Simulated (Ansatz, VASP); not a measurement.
**ZnS (Wurtzite-2H) in two plane-wave programs**

Aim: how closely do two programs agree when they are given the same cell, functional and k mesh? The cell is taken from a series of runs on this material, whose earlier steps may have relaxed, scaled, displaced or heated it; both programs get it as it stands.

Program: Ansatz 0.2.0. Level of theory: plane waves, with VASP 6.6.1 beside it; zone-centre phonons at PBE with D3(BJ). Results are calculated unless marked as measured.

## 1. The starting structure

Symmetry: P6_3mc, No. 186, hexagonal system. Conventional cell: a = 3.795 Å, b = 3.795 Å, c = 6.235 Å, α = 90.00°, β = 90.00°, γ = 120.00°. Nearest to Zn lie 4 S at 2.33 Å. Nearest to S lie 4 Zn at 2.33 Å. Farther neighbours and most contacts between anions are not listed.

## 2. VASP: zone-centre phonons, PBE with D3(BJ), pair 1

Second derivatives magnify differences that forces hide, and they need a tight electronic threshold.

Lines of VASP's logs that name or quote its potential files are left out, and so is its time.

File INCAR:

```
SYSTEM = ZnS
PREC = Accurate
ENCUT = 500
EDIFF = 1E-08
NELM = 120
ISMEAR = 0
SIGMA = 0.01
LREAL = .FALSE.
ALGO = Normal
GGA = PE
IVDW = 12
NBANDS = 24
LORBIT = 11
LWAVE = .FALSE.
LCHARG = .FALSE.
ISIF = 2
IBRION = 6
NFREE = 2
POTIM = 0.015
NSW = 1
LASPH = .TRUE.
GGA_COMPAT = .FALSE.
EFERMI = MIDGAP
KPAR = 2
```

File POSCAR:

```
ZnS
1.0
    3.7948746421      0.0000000000      0.0000000000
   -1.8974373211      3.2864578442      0.0000000000
    0.0000000000      0.0000000000      6.2353150042
Zn S
2 2
Direct
    0.3333333333      0.6666666667      0.0005940059
    0.6666666667      0.3333333333      0.5005940059
    0.3333333333      0.6666666667      0.3744059941
    0.6666666667      0.3333333333      0.8744059941
```

File KPOINTS:

```
Automatic mesh
0
Gamma
9 9 4
0 0 0
```

Potentials, in the order of the species: Zn and S (PBE family, release 64).

Launch:

```
$ mpirun -np 2 vasp_std
```

Numbers of over 12 decimals in the logs are rounded to 6 here.

Log:

```text
[banner, memory and clock lines left out]
running    2 mpi-ranks, on    1 nodes
 distrk:  each k-point on    1 cores,    2 groups
 distr:  one band on    1 cores,    1 groups

 POSCAR found type information on POSCAR ZnS
 POSCAR found :  2 types and       4 ions
 LDA part: xc-table for (Slater+PW92), standard interpolation
 POSCAR, INCAR and KPOINTS ok, starting setup
 FFT: planning ... GRIDC
 FFT: planning ... GRID_SOFT
 FFT: planning ... GRID
 WAVECAR not read
 entering main loop
       N       E                     dE             d eps       ncg     rms          rms(c)
DAV:   1     0.234817412804E+03    0.23482E+03   -0.17160E+04  1728   0.177E+03
DAV:   2     0.693164369453E+01   -0.22789E+03   -0.22054E+03  1864   0.360E+02
DAV:   3    -0.140879753262E+02   -0.21020E+02   -0.20918E+02  2144   0.110E+02
DAV:   4    -0.145133650791E+02   -0.42539E+00   -0.42513E+00  2024   0.163E+01
DAV:   5    -0.145211834608E+02   -0.78184E-02   -0.78180E-02  2200   0.211E+00    0.100E+01
DAV:   6    -0.136622766397E+02    0.85891E+00   -0.18506E+00  2640   0.403E+01    0.773E+00
DAV:   7    -0.136762396088E+02   -0.13963E-01   -0.16381E+00  1960   0.733E+00    0.344E+00
DAV:   8    -0.136635342497E+02    0.12705E-01   -0.66070E-02  2320   0.307E+00    0.109E+00
DAV:   9    -0.136640832551E+02   -0.54901E-03   -0.15581E-02  2400   0.192E+00    0.261E-01
DAV:  10    -0.136642064962E+02   -0.12324E-03   -0.92351E-04  2072   0.409E-01    0.131E-01
DAV:  11    -0.136644386098E+02   -0.23211E-03   -0.42855E-04  2040   0.132E-01    0.943E-02
DAV:  12    -0.136644323049E+02    0.63050E-05   -0.18046E-05  2256   0.374E-02    0.724E-03
DAV:  13    -0.136644355526E+02   -0.32478E-05   -0.41738E-06  2000   0.124E-02    0.317E-03
DAV:  14    -0.136644357451E+02   -0.19246E-06   -0.32737E-07  2104   0.871E-03    0.582E-04
DAV:  15    -0.136644358268E+02   -0.81767E-07   -0.97848E-08  2056   0.284E-03    0.715E-04
DAV:  16    -0.136644358273E+02   -0.44747E-09   -0.57634E-09  1464   0.705E-04
   1 F= -.14915238E+02 E0= -.14915238E+02  d E =0.000000E+00
[... from here on, the cycles between the ionic steps are left out ...]
   2 F= -.14914563E+02 E0= -.14914563E+02  d E =0.000000E+00
   3 F= -.14914563E+02 E0= -.14914563E+02  d E =0.000000E+00
   4 F= -.14914330E+02 E0= -.14914330E+02  d E =0.000000E+00
   5 F= -.14914359E+02 E0= -.14914359E+02  d E =0.000000E+00
   6 F= -.14914471E+02 E0= -.14914471E+02  d E =0.000000E+00
   7 F= -.14914471E+02 E0= -.14914471E+02  d E =0.000000E+00
   8 F= -.14914170E+02 E0= -.14914170E+02  d E =0.000000E+00
 Finite differences progress:
  Degree of freedom:   4/  4
  Displacement:        1/  2
  Total:               7/  8
 bond charge predicted
       N       E                     dE             d eps       ncg     rms          rms(c)
DAV:   1    -0.136589442775E+02    0.44789E-02   -0.83944E-01  2064   0.396E+00    0.391E-01
DAV:   2    -0.136634240516E+02   -0.44798E-02   -0.48470E-02  2592   0.175E+00    0.155E-01
DAV:   3    -0.136633108073E+02    0.11324E-03   -0.90053E-04  2376   0.477E-01    0.116E-01
DAV:   4    -0.136632675891E+02    0.43218E-04   -0.31014E-04  2576   0.223E-01    0.333E-02
DAV:   5    -0.136632719808E+02   -0.43916E-05   -0.79110E-05  2528   0.224E-01    0.240E-02
DAV:   6    -0.136632729587E+02   -0.97792E-06   -0.82273E-06  2616   0.217E-02    0.143E-02
DAV:   7    -0.136632721934E+02    0.76529E-06   -0.24934E-06  2936   0.339E-02    0.565E-03
DAV:   8    -0.136632722529E+02   -0.59467E-07   -0.59721E-07  2480   0.746E-03    0.113E-03
DAV:   9    -0.136632722541E+02   -0.12869E-08   -0.21803E-08  1944   0.187E-03
   9 F= -.14914134E+02 E0= -.14914134E+02  d E =0.000000E+00
 Finite differences progress:
  Degree of freedom:   4/  4
  Displacement:        2/  2
  Total:               8/  8
```

From OUTCAR (step 2):

```text
ion  position               nearest neighbor table
   1  0.333  0.667  0.001-   4 2.33   4 2.33   4 2.33   3 2.33
   2  0.667  0.333  0.501-   3 2.33   3 2.33   3 2.33   4 2.33
   3  0.333  0.667  0.374-   2 2.33   2 2.33   2 2.33   1 2.33
   4  0.667  0.333  0.874-   1 2.33   1 2.33   1 2.33   2 2.33

  LATTYP: Found a hexagonal cell.
 ALAT       =     3.7948746421
 C/A-ratio  =     1.6430885318

 Subroutine GETGRP returns: Found 12 space group operations
 (whereof  6 operations were pure point group operations)

The static configuration has the point symmetry C_3v.
 The point group associated with its full space group is C_6v.

 Found     36 irreducible k-points:

   k-points           NKPTS =     36   k-points in BZ     NKDIM =     36   number of bands    NBANDS=     24

   dimension x,y,z NGX =    28 NGY =   28 NGZ =   48
   dimension x,y,z NGXF=    56 NGYF=   56 NGZF=   96

   ENCUT  =  500.0 eV  36.75 Ry    6.06 a.u.   6.92  6.92 11.37*2*pi/ulx,y,z

   NELECT =      36.0000    total number of electrons

 k-points in reciprocal lattice and weights: Automatic mesh
   0.00000000  0.00000000  0.00000000       0.003
   0.11111111  0.00000000  0.00000000       0.019
   0.22222222 -0.00000000  0.00000000       0.019
   0.33333333  0.00000000  0.00000000       0.019
   0.44444444 -0.00000000  0.00000000       0.019
   0.11111111  0.11111111  0.00000000       0.019
   0.22222222  0.11111111  0.00000000       0.037
   0.33333333  0.11111111  0.00000000       0.037
   0.44444444  0.11111111  0.00000000       0.019
[...]
0.33333333  0.22222222  0.50000000       0.037
   0.33333333  0.33333333  0.50000000       0.006

 Edisp (eV)   -1.25075

 average (electrostatic) potential at core
       1 -36.1585       2 -36.1518       3 -88.4659       4 -88.4703

 E-fermi :   3.3899

 k-point     1 :       0.0000    0.0000    0.0000
  band No.  band energies     occupation
    ...
     14       1.3552      2.00000
     15       1.3552      2.00000
     16       2.1668      2.00000
     17       2.2700      2.00000
     18       2.2700      2.00000
     19       4.5099      0.00000
     20       5.4159      0.00000
     21       8.5772      0.00000
     22       8.5772      0.00000
     23       8.8172      0.00000
    ...

 k-point     2 :       0.1111    0.0000    0.0000
  band No.  band energies     occupation
    ...
     14       0.7121      2.00000
     15       1.1592      2.00000
     16       1.5446      2.00000
     17       2.0580      2.00000
     18       2.1654      2.00000
     19       5.1620      0.00000
     20       5.9922      0.00000
     21       8.2122      0.00000
     22       8.8115      0.00000
     23       9.0523      0.00000
    ...

 k-point     3 :       0.2222   -0.0000    0.0000
  band No.  band energies     occupation
    ...
     14      -0.4734      2.00000
     15       0.3430      2.00000
     16       0.7238      2.00000
     17       1.7154      2.00000
     18       1.8950      2.00000
     19       6.0478      0.00000
     20       6.4409      0.00000
     21       8.1359      0.00000
     22       8.8862      0.00000
     23       9.2006      0.00000
    ...

 Edisp (eV)   -1.25086

  Total       0.01906     0.01906     0.18885    -0.00000    -0.00000    -0.00000
  in kB       0.39261     0.39261     3.89085    -0.00000    -0.00000    -0.00000
  external pressure =        1.56 kB  Pullay stress =        0.00 kB

  energy-cutoff  :      500.00
  volume of cell :       77.76
      direct lattice vectors                 reciprocal lattice vectors
     3.794874642  0.000000000  0.000000000     0.263513316  0.152139484  0.000000000
    -1.897437321  3.286457844  0.000000000     0.000000000  0.304278968  0.000000000
     0.000000000  0.000000000  6.235315004     0.000000000  0.000000000  0.160376821

 POSITION                                       TOTAL-FORCE (eV/Angst)
 -----------------------------------------------------------------------------------
     -0.00000      2.19097      0.00370        -0.000000     -0.000000     -0.067236
      1.89744      1.09549      3.12136        -0.000000      0.000000     -0.027141
     -0.00000      2.19097      2.31954         0.000000     -0.000000      0.148184
      1.89744      1.09549      5.45220         0.000000     -0.000000     -0.053808
 -----------------------------------------------------------------------------------
    total drift:                               -0.000000     -0.000001      0.000351

  FREE ENERGIE OF THE ION-ELECTRON SYSTEM (eV)
  ---------------------------------------------------
  free  energy   TOTEN  =       -14.9141335600 eV

  energy  without entropy=      -14.9141335600  energy(sigma->0) =      -14.91413356

 Eigenvectors and eigenvalues of the dynamical matrix
 ----------------------------------------------------

   1 f  =   10.180200 THz    63.964085 2PiTHz  339.574932 cm-1    42.101907 meV
             X         Y         Z           dx          dy          dz
     -0.000000  2.190972  0.003704    -0.000000   -0.000000    0.139194
      1.897437  1.095486  3.121361     0.000000   -0.000000   -0.139194
     -0.000000  2.190972  2.334539    -0.000000    0.000000   -0.693271
      1.897437  1.095486  5.452197     0.000000    0.000000    0.693271

   2 f  =    8.625081 THz    54.192982 2PiTHz  287.701735 cm-1    35.670453 meV
             X         Y         Z           dx          dy          dz
     -0.000000  2.190972  0.003704     0.317803   -0.162841   -0.000000
      1.897437  1.095486  3.121361    -0.317803    0.162841   -0.000000
     -0.000000  2.190972  2.334539     0.543162   -0.278315    0.000000
      1.897437  1.095486  5.452197    -0.543162    0.278315    0.000000

   3 f  =    8.625081 THz    54.192982 2PiTHz  287.701735 cm-1    35.670453 meV
             X         Y         Z           dx          dy          dz
     -0.000000  2.190972  0.003704    -0.162841   -0.317803   -0.000000
      1.897437  1.095486  3.121361     0.162841    0.317803   -0.000000
     -0.000000  2.190972  2.334539    -0.278315   -0.543162    0.000000
      1.897437  1.095486  5.452197     0.278315    0.543162    0.000000

   4 f  =    8.410503 THz    52.844751 2PiTHz  280.544196 cm-1    34.783032 meV
             X         Y         Z           dx          dy          dz
     -0.000000  2.190972  0.003704     0.360662   -0.184805   -0.000000
      1.897437  1.095486  3.121361     0.360662   -0.184805   -0.000000
     -0.000000  2.190972  2.334539    -0.515698    0.264246    0.000000
      1.897437  1.095486  5.452197    -0.515698    0.264246    0.000000

   5 f  =    8.410503 THz    52.844751 2PiTHz  280.544196 cm-1    34.783032 meV
             X         Y         Z           dx          dy          dz
     -0.000000  2.190972  0.003704    -0.184805   -0.360662   -0.000000
      1.897437  1.095486  3.121361    -0.184805   -0.360662   -0.000000
     -0.000000  2.190972  2.334539     0.264246    0.515698    0.000000
      1.897437  1.095486  5.452197     0.264246    0.515698    0.000000

   6 f  =    8.304058 THz    52.175933 2PiTHz  276.993550 cm-1    34.342808 meV
             X         Y         Z           dx          dy          dz
     -0.000000  2.190972  0.003704     0.000000   -0.000000    0.404962
      1.897437  1.095486  3.121361     0.000000   -0.000000    0.404962
     -0.000000  2.190972  2.334539    -0.000000    0.000000   -0.579660
      1.897437  1.095486  5.452197    -0.000000    0.000000   -0.579660

   7 f  =    5.850627 THz    36.760577 2PiTHz  195.155926 cm-1    24.196240 meV
             X         Y         Z           dx          dy          dz
     -0.000000  2.190972  0.003704    -0.000000   -0.000000    0.693271
      1.897437  1.095486  3.121361    -0.000000   -0.000000   -0.693271
     -0.000000  2.190972  2.334539    -0.000000    0.000000    0.139194
      1.897437  1.095486  5.452197     0.000000   -0.000000   -0.139194

   8 f  =    1.964758 THz    12.344941 2PiTHz   65.537286 cm-1     8.125584 meV
             X         Y         Z           dx          dy          dz
     -0.000000  2.190972  0.003704     0.543153   -0.278332    0.000000
      1.897437  1.095486  3.121361    -0.543153    0.278332    0.000000
     -0.000000  2.190972  2.334539    -0.317798    0.162851    0.000000
      1.897437  1.095486  5.452197     0.317798   -0.162851    0.000000

   9 f  =    1.964758 THz    12.344941 2PiTHz   65.537286 cm-1     8.125584 meV
             X         Y         Z           dx          dy          dz
     -0.000000  2.190972  0.003704     0.278332    0.543153   -0.000000
      1.897437  1.095486  3.121361    -0.278332   -0.543153   -0.000000
     -0.000000  2.190972  2.334539    -0.162851   -0.317798   -0.000000
      1.897437  1.095486  5.452197     0.162851    0.317798   -0.000000

  10 f/i=    0.005107 THz     0.032086 2PiTHz    0.170337 cm-1     0.021119 meV
             X         Y         Z           dx          dy          dz
     -0.000000  2.190972  0.003704     0.296804   -0.497672    0.000000
      1.897437  1.095486  3.121361     0.296804   -0.497672    0.000000
     -0.000000  2.190972  2.334539     0.207575   -0.348056    0.000000
      1.897437  1.095486  5.452197     0.207575   -0.348056    0.000000

  11 f/i=    0.005107 THz     0.032086 2PiTHz    0.170337 cm-1     0.021119 meV
             X         Y         Z           dx          dy          dz
     -0.000000  2.190972  0.003704    -0.497672   -0.296804    0.000000
      1.897437  1.095486  3.121361    -0.497672   -0.296804    0.000000
     -0.000000  2.190972  2.334539    -0.348056   -0.207575    0.000000
      1.897437  1.095486  5.452197    -0.348056   -0.207575    0.000000

  12 f/i=    0.009217 THz     0.057915 2PiTHz    0.307462 cm-1     0.038120 meV
             X         Y         Z           dx          dy          dz
     -0.000000  2.190972  0.003704    -0.000000    0.000000    0.579660
      1.897437  1.095486  3.121361    -0.000000    0.000000    0.579660
     -0.000000  2.190972  2.334539    -0.000000    0.000000    0.404962
      1.897437  1.095486  5.452197    -0.000000    0.000000    0.404962

 ELASTIC MODULI CONTR FROM IONIC RELAXATION (kBar)
 Direction    XX          YY          ZZ          XY          YZ          ZX
 --------------------------------------------------------------------------------
 XX        -357.1746    154.6336    183.8272      0.0000      0.0000      0.0000
 YY         154.6336   -357.1746    183.8272      0.0000      0.0000     -0.0000
 ZZ         183.8272    183.8272   -333.6846     -0.0000      0.0000     -0.0000
 XY           0.0000      0.0000     -0.0000   -255.9041      0.0000      0.0000
 YZ          -0.0000      0.0000      0.0000      0.0000   -103.3997      0.0000
 ZX           0.0000     -0.0000     -0.0000      0.0000      0.0000   -103.3995
 --------------------------------------------------------------------------------

 total charge
# of ion       s       p       d       tot
------------------------------------------
    1        0.522   0.488   9.802  10.812
    2        0.522   0.488   9.802  10.812
    3        1.314   2.446   0.000   3.761
    4        1.314   2.446   0.000   3.761
--------------------------------------------------
tot          3.673   5.868  19.604  29.145

[... 3 further parts left out ...]
```

The last energy, forces, stress and levels in OUTCAR belong to the last displaced cell, not to the cell of POSCAR.

Levels, forces or a CONTCAR printed for this step are those of its last displaced cell, not of the structure at rest.

(Continued in part 2 of 2.)

[Lines on the potential files, build, host, timing and source positions are cut from VASP's logs without a mark.]

[Logs are printed without paths, hosts, clocks, repeated set-up lines and the standing remarks that a program may print on its own settings, such as how far it seeks lower states.]

[Hosts, paths, dates, database ids (printed as entryN), source tags and the programs' standing remarks are cut or masked in the printed files.]
